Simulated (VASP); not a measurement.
VASP runs on Mo (bcc) share one base input (PBE GGA, plane waves, VASP's PBE PAW potentials (set 64)) and change the settings named in each case.

POSCAR:
```
Mo
1.0
 -1.6065000000   1.6065000000   1.6065000000
  1.6065000000  -1.6065000000   1.6065000000
  1.6065000000   1.6065000000  -1.6065000000
Mo
1
direct
  0.0000000000   0.0000000000   0.0000000000
```

**KPOINTS**
```
Automatic mesh
0
Gamma
14 14 14
0 0 0
```

**INCAR**
```
SYSTEM = Mo
PREC = Accurate; ENCUT = 400; LREAL = .False.
LASPH = .True.
EDIFF = 1E-6; NELM = 100; ALGO = Normal
LMAXMIX = 4
ISMEAR = 1; SIGMA = 0.1
GGA = PE
ISIF = 2
LWAVE = .False.; LCHARG = .False.
```

POTCAR, in this order: Mo_sv (PBE.64 set). Program: vasp_std.

| change | E(σ→0) (eV/atom) | pressure (GPa) | −TS (eV) |
|---|---|---|---|
| base run | -10.8953 | -11.48 | -0.0006 |
| GGA = 91 | -10.8534 | -10.61 | -0.0007 |
| GGA removed, LMIXTAU = .TRUE., METAGGA = SCAN | -34.8253 | [?] | [?] |
| GGA = RP | -10.3342 | -8.25 | -0.0006 |
| IVDW = 12 | -11.5662 | -18.27 | -0.0006 |
| AGGAC = 0.0, GGA = BO, LUSE_VDW = .TRUE., PARAM1 = 0.1833333333, PARAM2 = 0.22 | -7.7181 | -11.37 | -0.0008 |
| IVDW = 11 | -11.3848 | -17.88 | -0.0006 |

Question: What belongs in the gaps?

Answer: 
- GGA removed, LMIXTAU = .TRUE., METAGGA = SCAN, pressure (GPa): -15.45
- GGA removed, LMIXTAU = .TRUE., METAGGA = SCAN, −TS (eV): -0.0014

Energies of different potentials or functionals have different zeros.

Left out are runs that ran out of time, are held back, or changed the cell or the kind of run, fixed moments of cells without a moment, rows past the twelfth, gaps on odd meshes, pressures of charged cells and columns that move by less than the noise.

The compound is Mo in the bcc structure. The cell was not relaxed at this level.
